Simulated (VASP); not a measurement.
Method: RPBE GGA, VASP's PBE PAW potentials (set 64) (plane waves; VASP).

A VASP calculation is set up with these files.

**KPOINTS**
```
kpoints
0
Gamma
 11 11 11
0 0 0
```

INCAR:
```
! general
SYSTEM =Cr
PREC   =Accurate
ENCUT  =520
LREAL  =.FALSE.
LASPH  =.TRUE.

! electronic loop
EDIFF  =1E-6
NELM   =100
ALGO   =Normal
LMAXMIX=4

! smearing
ISMEAR =1
SIGMA  =0.1

! functional
GGA    =RP

! spin
ISPIN  =2
MAGMOM =1.5 -1.5

! ions
IBRION =2
NSW    =60
ISIF   =3
EDIFFG =-0.01

! output
LWAVE  =.FALSE.
LCHARG =.FALSE.
LORBIT =10
```

POSCAR:
```
Cr
1
    2.8800000000     0.0000000000     0.0000000000
    0.0000000000     2.8800000000     0.0000000000
    0.0000000000     0.0000000000     2.8800000000
Cr
2
Direct
  0.0000000000   0.0000000000   0.0000000000
  0.5000000000   0.5000000000   0.5000000000
```

POTCAR, in this order: Cr_pv (PBE.64 set). Program: vasp_std.

The run wrote:

File OSZICAR:
```
       N       E                     dE             d eps       ncg     rms          rms(c)
DAV:   1     0.231056238872E+03    0.23106E+03   -0.14326E+04  3600   0.183E+03
DAV:   2    -0.127301512779E+02   -0.24379E+03   -0.24217E+03  3784   0.500E+02
DAV:   3    -0.208992288108E+02   -0.81691E+01   -0.80913E+01  4672   0.104E+02
DAV:   4    -0.210064914953E+02   -0.10726E+00   -0.10718E+00  4288   0.122E+01
DAV:   5    -0.210088018625E+02   -0.23104E-02   -0.23103E-02  4968   0.141E+00    0.178E+01
DAV:   6    -0.179993214583E+02    0.30095E+01   -0.18535E+01  3968   0.519E+01    0.508E+00
DAV:   7    -0.180365864874E+02   -0.37265E-01   -0.34684E-01  3992   0.828E+00    0.298E+00
DAV:   8    -0.180416769195E+02   -0.50904E-02   -0.42265E-02  4952   0.187E+00    0.118E+00
DAV:   9    -0.180428449253E+02   -0.11680E-02   -0.11376E-01  4376   0.216E+00    0.478E-01
DAV:  10    -0.180448102045E+02   -0.19653E-02   -0.80030E-03  5320   0.719E-01    0.300E-01
DAV:  11    -0.180464252687E+02   -0.16151E-02   -0.31216E-02  4536   0.961E-01    0.153E-01
DAV:  12    -0.180466621846E+02   -0.23692E-03   -0.39028E-03  4376   0.414E-01    0.599E-02
DAV:  13    -0.180466794415E+02   -0.17257E-04   -0.10658E-04  4536   0.974E-02    0.363E-02
DAV:  14    -0.180466891926E+02   -0.97510E-05   -0.89639E-06  4536   0.262E-02    0.174E-02
DAV:  15    -0.180466925509E+02   -0.33583E-05   -0.86414E-05  4560   0.586E-02    0.358E-03
DAV:  16    -0.180466924137E+02    0.13721E-06   -0.39166E-06  3544   0.133E-02
   1 F= -.18046692E+02 E0= -.18046831E+02  d E =-.180467E+02  mag=    -0.0000
       N       E                     dE             d eps       ncg     rms          rms(c)
DAV:   1    -0.187276852541E+02   -0.68099E+00   -0.14757E+01  3712   0.573E+01    0.705E+00
DAV:   2    -0.180537535301E+02    0.67393E+00   -0.50906E+00  3840   0.240E+01    0.319E+00
DAV:   3    -0.180549771082E+02   -0.12236E-02   -0.86811E-02  3800   0.349E+00    0.156E+00
DAV:   4    -0.180529250595E+02    0.20520E-02   -0.42840E-03  4576   0.776E-01    0.455E-01
DAV:   5    -0.180509686735E+02    0.19564E-02   -0.51413E-03  4416   0.834E-01    0.126E-01
DAV:   6    -0.180511958414E+02   -0.22717E-03   -0.68453E-04  3744   0.255E-01    0.550E-02
DAV:   7    -0.180511888632E+02    0.69783E-05   -0.79327E-05  5872   0.894E-02    0.364E-02
DAV:   8    -0.180511979436E+02   -0.90805E-05   -0.16139E-05  4232   0.289E-02    0.700E-03
DAV:   9    -0.180511971571E+02    0.78650E-06   -0.27842E-06  3456   0.145E-02
   2 F= -.18051197E+02 E0= -.18051125E+02  d E =-.450474E-02  mag=     0.0000
       N       E                     dE             d eps       ncg     rms          rms(c)
DAV:   1    -0.181502612692E+02   -0.99063E-01   -0.20829E+00  3712   0.210E+01    0.277E+00
DAV:   2    -0.180536088269E+02    0.96652E-01   -0.68702E-01  3872   0.916E+00    0.110E+00
DAV:   3    -0.180542048406E+02   -0.59601E-03   -0.10953E-02  3824   0.129E+00    0.556E-01
DAV:   4    -0.180538998203E+02    0.30502E-03   -0.59141E-04  4720   0.301E-01    0.205E-01
DAV:   5    -0.180535949044E+02    0.30492E-03   -0.64492E-04  3816   0.316E-01    0.499E-02
DAV:   6    -0.180536218097E+02   -0.26905E-04   -0.97592E-05  3816   0.104E-01    0.197E-02
DAV:   7    -0.180536150677E+02    0.67420E-05   -0.10016E-05  5672   0.333E-02    0.126E-02
DAV:   8    -0.180536129687E+02    0.20990E-05   -0.16054E-06  2168   0.106E-02    0.296E-03
DAV:   9    -0.180536132594E+02   -0.29071E-06   -0.39714E-07  1824   0.653E-03
   3 F= -.18053613E+02 E0= -.18053618E+02  d E =-.692085E-02  mag=    -0.0000
```

### OUTCAR
```
------------------------ aborting loop because EDIFF is reached ----------------------------------------
  FORCE on cell =-STRESS in cart. coord.  units (eV):
  Direction    XX          YY          ZZ          XY          YZ          ZX
  --------------------------------------------------------------------------------------
  Total        0.0089797      0.0089797      0.0089797      0.0000000     -0.0000000      0.0000000
  in kB        0.5872628      0.5872628      0.5872628      0.0000000     -0.0000000      0.0000000
  external PRESSURE =       0.5872628 kB  Pullay stress =       0.0000000 kB
  volume of cell :       24.50
      direct lattice vectors                 reciprocal lattice vectors
     2.904333530 -0.000000000 -0.000000000     0.344313072 -0.000000000  0.000000000
     0.000000000  2.904333530 -0.000000000     0.000000000  0.344313072 -0.000000000
    -0.000000000  0.000000000  2.904333530     0.000000000  0.000000000  0.344313072
 POSITION                                       TOTAL-FORCE (eV/Angst)
 -----------------------------------------------------------------------------------
      0.00000      0.00000      0.00000        -0.000000      0.000000     -0.000000
      1.45217      1.45217      1.45217         0.000000     -0.000000      0.000000
 -----------------------------------------------------------------------------------
    total drift:                                0.000000      0.000000     -0.000000
  FREE ENERGIE OF THE ION-ELECTRON SYSTEM (eV)
  ---------------------------------------------------
  free  energy   TOTEN  =       -18.0536132594 eV

  energy  without entropy=      -18.0536261891  energy(sigma->0) =      -18.05361757

 total charge

# of ion       s       p       d       tot
------------------------------------------
    1        0.434   6.367   4.148  10.949
    2        0.434   6.367   4.148  10.949
--------------------------------------------------
tot          0.867  12.734   8.296  21.898

 magnetization (x)

# of ion       s       p       d       tot
------------------------------------------
    1        0.016   0.014   1.476   1.507
    2       -0.016  -0.014  -1.476  -1.507
--------------------------------------------------
tot          0.000   0.000   0.000   0.000

 reached required accuracy - stopping structural energy minimisation
```
(Selected blocks of OUTCAR.)

### CONTCAR
```
Cr
   1.00000000000000
     2.9043335299088593   -0.0000000000000000   -0.0000000000000000
     0.0000000000000000    2.9043335299088593   -0.0000000000000000
    -0.0000000000000000    0.0000000000000000    2.9043335299088593
  Cr
     2
Direct
     0.0000000000000000    0.0000000000000000    0.0000000000000000
     0.5000000000000000    0.5000000000000000    0.5000000000000000
```

Energy and stress use the plane-wave basis of the starting cell.

The compound is Cr in the bcc, AFM order structure. This run relaxes it. Symmetry was kept, so distortions that lower it aren't found.
